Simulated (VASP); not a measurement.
Output of a VASP run:

### OSZICAR
```
...
DAV:  13    -0.241948320390E+02    0.10552E-04   -0.61027E-05  2208   0.765E-02    0.447E-03
DAV:  14    -0.241948325058E+02   -0.46681E-06   -0.38456E-06  1672   0.169E-02    0.358E-03
DAV:  15    -0.241948328491E+02   -0.34331E-06   -0.59793E-07  1632   0.638E-03    0.639E-04
DAV:  16    -0.241948329354E+02   -0.86347E-07   -0.99486E-08   904   0.268E-03
   1 F= -.24194833E+02 E0= -.24194541E+02  d E =-.241948E+02
       N       E                     dE             d eps       ncg     rms          rms(c)
DAV:   1    -0.241946066939E+02    0.22616E-03   -0.54441E+00  1720   0.147E+01    0.429E-01
DAV:   2    -0.242069948165E+02   -0.12388E-01   -0.13825E-01  2192   0.320E+00    0.156E-01
DAV:   3    -0.242069003201E+02    0.94496E-04   -0.15696E-03  1768   0.365E-01    0.104E-01
DAV:   4    -0.242068168323E+02    0.83488E-04   -0.21735E-04  2216   0.179E-01    0.319E-02
DAV:   5    -0.242068187924E+02   -0.19600E-05   -0.50067E-05  1928   0.603E-02    0.791E-03
DAV:   6    -0.242068197416E+02   -0.94921E-06   -0.36143E-06  1800   0.212E-02    0.267E-03
DAV:   7    -0.242068199378E+02   -0.19621E-06   -0.26544E-07  1352   0.494E-03    0.794E-04
DAV:   8    -0.242068199958E+02   -0.58075E-07   -0.54777E-08   968   0.290E-03
   2 F= -.24206820E+02 E0= -.24206567E+02  d E =-.119871E-01
       N       E                     dE             d eps       ncg     rms          rms(c)
DAV:   1    -0.242068145033E+02    0.54345E-05   -0.16151E-02  1696   0.784E-01    0.236E-02
DAV:   2    -0.242068525221E+02   -0.38019E-04   -0.41312E-04  2160   0.175E-01    0.815E-03
DAV:   3    -0.242068515119E+02    0.10103E-05   -0.47063E-06  1760   0.244E-02    0.549E-03
DAV:   4    -0.242068509732E+02    0.53863E-06   -0.10085E-06  1944   0.167E-02    0.175E-03
DAV:   5    -0.242068510075E+02   -0.34277E-07   -0.25884E-07  1200   0.444E-03
   3 F= -.24206851E+02 E0= -.24206598E+02  d E =-.120181E-01
       N       E                     dE             d eps       ncg     rms          rms(c)
DAV:   1    -0.242108458364E+02   -0.39949E-02   -0.16984E-01  1584   0.349E+00    0.353E-01
DAV:   2    -0.242090575719E+02    0.17883E-02   -0.66468E-03  2056   0.129E+00    0.216E-01
DAV:   3    -0.242079105409E+02    0.11470E-02   -0.11891E-03  2104   0.614E-01    0.396E-02
DAV:   4    -0.242079123646E+02   -0.18237E-05   -0.34299E-04  1840   0.152E-01    0.154E-02
DAV:   5    -0.242079127270E+02   -0.36247E-06   -0.28004E-05  1752   0.476E-02    0.364E-03
DAV:   6    -0.242079120604E+02    0.66660E-06   -0.24222E-06  2040   0.176E-02    0.154E-03
DAV:   7    -0.242079120394E+02    0.21010E-07   -0.22606E-07  1240   0.624E-03
   4 F= -.24207912E+02 E0= -.24207656E+02  d E =-.106103E-02
       N       E                     dE             d eps       ncg     rms          rms(c)
DAV:   1    -0.242140298807E+02   -0.61178E-02   -0.32401E-01  1576   0.482E+00    0.487E-01
DAV:   2    -0.242106445941E+02    0.33853E-02   -0.12945E-02  2016   0.177E+00    0.298E-01
DAV:   3    -0.242084610430E+02    0.21836E-02   -0.22932E-03  2120   0.862E-01    0.561E-02
DAV:   4    -0.242084621971E+02   -0.11542E-05   -0.66021E-04  1872   0.214E-01    0.218E-02
DAV:   5    -0.242084627361E+02   -0.53895E-06   -0.54066E-05  1752   0.669E-02    0.500E-03
DAV:   6    -0.242084615659E+02    0.11702E-05   -0.43754E-06  2088   0.245E-02    0.206E-03
DAV:   7    -0.242084615418E+02    0.24074E-07   -0.48093E-07  1608   0.835E-03
   5 F= -.24208462E+02 E0= -.24208195E+02  d E =-.161053E-02
```

OUTCAR:
```
------------------------ aborting loop because EDIFF is reached ----------------------------------------
  FORCE on cell =-STRESS in cart. coord.  units (eV):
  Direction    XX          YY          ZZ          XY          YZ          ZX
  --------------------------------------------------------------------------------------
  Total        0.4615397      0.4615397      0.4602859      0.0000000      0.0000000      0.0000000
  in kB       11.1135422     11.1135422     11.0833534      0.0000000      0.0000000      0.0000000
  external PRESSURE =      11.1034793 kB  Pullay stress =       0.0000000 kB
  volume of cell :       66.54
      direct lattice vectors                 reciprocal lattice vectors
     3.787343551  0.000000000  0.000000000     0.264037309  0.000000000  0.000000000
     0.000000000  3.787343551  0.000000000     0.000000000  0.264037309 -0.000000000
     0.000000000  0.000000000  4.638715251     0.000000000  0.000000000  0.215576932
 POSITION                                       TOTAL-FORCE (eV/Angst)
 -----------------------------------------------------------------------------------
      1.89367      0.00000      3.48014         0.000000     -0.000000     -0.005601
      3.78734      1.89367      1.15858        -0.000000      0.000000      0.005601
      1.89367      1.89367      0.00000        -0.000000     -0.000000      0.000000
      0.00000      0.00000      0.00000        -0.000000      0.000000      0.000000
 -----------------------------------------------------------------------------------
    total drift:                                0.000000      0.000000      0.000000
  FREE ENERGIE OF THE ION-ELECTRON SYSTEM (eV)
  ---------------------------------------------------
  free  energy   TOTEN  =       -24.2084615418 eV

  energy  without entropy=      -24.2079280220  energy(sigma->0) =      -24.20819478

 reached required accuracy - stopping structural energy minimisation
```
(Selected blocks of OUTCAR.)

**POSCAR**
```
SnO
1
    3.7701664313     0.0000000000     0.0000000000
    0.0000000000     3.7701664313     0.0000000000
    0.0000000000     0.0000000000     4.6810801067
Sn O
2 2
Direct
  0.5000000000   0.0000000000   0.7559990603
  0.0000000000   0.5000000000   0.2440009397
  0.5000000000   0.5000000000   0.0000000000
  0.0000000000   0.0000000000   0.0000000000
```

Question: Reconstruct the remaining input files.

Answer: One answer among several that fit: the input of the run itself, PBEsol GGA, plane waves, VASP's PBE PAW potentials (set 64).

**INCAR**
```
ENCUT = 520
ISMEAR = 0   # Gaussian
SIGMA = 0.05   # width (eV)
PREC = Accurate
NSW = 30   # most ionic steps
LMAXMIX = 4
LWAVE = .FALSE.
LASPH = .TRUE.   # aspherical one-centre terms
SYSTEM = SnO
ISIF = 4   # ions and shape, fixed volume
EDIFFG = -0.01   # ionic stop
LREAL = .FALSE.
GGA = PS   # PBEsol
EDIFF = 1E-7   # SCF stop (eV)
ALGO = Normal
NELM = 100   # most electronic steps
IBRION = 2
LCHARG = .FALSE.
```

**KPOINTS**
```
Regular mesh
0
gamma
 6 6 5
```

POTCAR, in this order: Sn_d O (PBE.64 set). Program: vasp_std.

Without a dispersion term in the relaxation, distances and binding between the weakly bound layers, chains or molecules are unreliable, and so is what depends on them.

The compound is SnO in the litharge structure. This cell is one point of a volume scan, at 0.97 of the reference volume. Symmetry was kept, so distortions that lower it aren't found.
